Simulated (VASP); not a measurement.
Given:

```
Ta
1.0
   -1.62334     1.62334     1.62334
    1.62334    -1.62334     1.62334
    1.62334     1.62334    -1.62334
Ta
1
Direct
  0.00000   0.00000   0.00000
```

Level of theory: optB88-vdW, VASP's PBE PAW potentials (set 64) (plane waves; VASP). Run with 520 eV cut-off, 15×15×15 Γ-centred mesh, first-order Methfessel-Paxton smearing of 0.10 eV, potentials Ta_pv.

Q: Give the stress tensor in GPa (positive for a compressed cell).

A: 
```
13.23   0.00   0.00
 0.00  13.23   0.00
 0.00   0.00  13.23
```
The pressure is its mean diagonal, 13.23 GPa.

The compound is Ta in the bcc structure. This cell is one point of a volume scan, at 0.94 of the reference volume.
